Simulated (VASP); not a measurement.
Given:

```
CELL_PARAMETERS angstrom
     -2.14220     3.18704     3.72307
      2.14220    -3.18704     3.72307
      2.14220     3.18704    -3.72307
ATOMIC_POSITIONS crystal
  Cs 0.25446 0.25446 0.00000
  Cs 0.74554 0.74554 0.00000
  O  0.61715 0.00000 0.61715
  O  0.38285 0.00000 0.38285
```

Calculation: PBEsol GGA, VASP's PBE PAW potentials (set 64) (plane waves; VASP 6.6.1). Numerical set-up: 520 eV cut-off, 7×7×7 Γ-centred mesh, tetrahedra with Blöchl corrections, potentials Cs_sv O.

The cores are frozen, which limits the accuracy of field gradients.

Q: Give the principal components of the electric field gradient (V/Å²) and the asymmetry η at each nucleus.

A: 
```csv
atom,Vxx,Vyy,Vzz,η
Cs1,-7.4,-1.6,9.0,0.65
Cs2,-7.4,-1.6,9.0,0.65
O3,-149.0,-134.7,283.7,0.05
O4,-149.0,-134.7,283.7,0.05
```

The structure comes from a computed database's Cs2O2 entry (Immm); how it stands against other phases isn't given here. It was relaxed first.
